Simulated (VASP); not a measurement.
Given:

```yaml
crystal:
  lattice:
    - [0.00000, 2.59051, 2.59051]
    - [2.59051, 0.00000, 2.59051]
    - [2.59051, 2.59051, 0.00000]
  atoms:
    - { symbol: Be, position: [0.00000, 0.00000, 0.00000] }
    - { symbol: Se, position: [0.25000, 0.25000, 0.25000] }
```

All values below come from PBE GGA, VASP's PBE PAW potentials (set 64) (plane waves; VASP). Numerical set-up: 400 eV cut-off, 11×11×11 Γ-centred mesh, Gaussian smearing of 0.010 eV, potentials Be Se.

### Question
Predict the energy per atom (σ→0).

### Answer

```yaml
energy per atom (σ→0): -4.429 eV/atom
```

The compound is BeSe in the zinc blende structure. It was relaxed first.
